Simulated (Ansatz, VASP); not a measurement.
**Two plane-wave programs on HfScBr3**

The input INCAR:

```
PREC     = Accurate       # precision mode
ENCUT    = 520            # plane-wave cutoff, eV
EDIFF    = 1E-6           # SCF threshold, eV
ISMEAR   = 0              # smearing method
SIGMA    = 0.1            # smearing width, eV
LREAL    = F              # projectors in reciprocal space
LASPH    = T              # aspherical terms in the spheres
NELM     = 60             # most SCF steps
ALGO     = Normal         # electronic algorithm
ISIF     = 2              # what is computed and relaxed
LWAVE    = F              # write WAVECAR
LCHARG   = T              # write CHGCAR
GGA      = PE             # functional
LELF     = T              # ELF
LVHAR    = T            
NBANDS   = 29             # bands
```

Contents of KPOINTS:

```
Automatic mesh
0
Gamma
  4 4 4
```

Contents of POSCAR:

```
HfScBr3
1.0
    5.3242365300      0.0000000000      0.0000000000
    0.0000000000      5.3242365300      0.0000000000
    0.0000000000      0.0000000000      5.3242365300
Hf Sc Br
1 1 3
Direct
    0.0000000000      0.0000000000      0.0000000000
    0.5000000000      0.5000000000      0.5000000000
    0.0000000000      0.5000000000      0.5000000000
    0.5000000000      0.0000000000      0.5000000000
    0.5000000000      0.5000000000      0.0000000000
```

Input for Ansatz:

```yaml
crystal:
  lattice:
    - [5.32423653, 0.0, 0.0]
    - [0.0, 5.32423653, 0.0]
    - [0.0, 0.0, 5.32423653]
  atoms:
    - { symbol: Hf, position: [0.0, 0.0, 0.0] }
    - { symbol: Sc, position: [0.5, 0.5, 0.5] }
    - { symbol: Br, position: [0.0, 0.5, 0.5] }
    - { symbol: Br, position: [0.5, 0.0, 0.5] }
    - { symbol: Br, position: [0.5, 0.5, 0.0] }
basis:
  ecutwfc: 420
kpoints:
  mp_grid: { grid: [4, 4, 4] }
hamiltonian:
  xc: pbe
scf:
  occupations: { method: gaussian, width: 0.1 }
  lower_state_search: "off"
output:
  forces: true
  stress: true
  eigenvalues: true
```

Change from the starting cell: species swapped into the Sc3InB type (Pm-3m, No. 221).

Alike in both runs: task single point; functional PBE; k mesh 4 × 4 × 4; occupations gaussian, width 0.1 eV; no spin polarisation.

|  | VASP | Ansatz |
| --- | --- | --- |
| version | VASP 6.6.1 | Ansatz 0.2.0 |
| potentials or method | VASP PAW PBE potentials, release 64 (Hf_pv, Sc_sv, Br) | scalar-relativistic, plane waves, PAW |
| plane-wave cutoff (eV) | 520 | 420 |
| valence electrons in the cell | 42 | 58 |

```tsv
	VASP	Ansatz	Ansatz less VASP
gap on the k mesh at the Fermi level (eV)	none	none	-
pressure (GPa)	-0.3	-0.4	-0.05
```

A gap of «none» marks a metal or a gap that the smearing closes. With one functional, cell and mesh, what is left measures potentials, basis and numerics. The two sets of potentials don't hold the same shells in valence.

Spin-orbit coupling is left out, which matters for the levels of Hf.
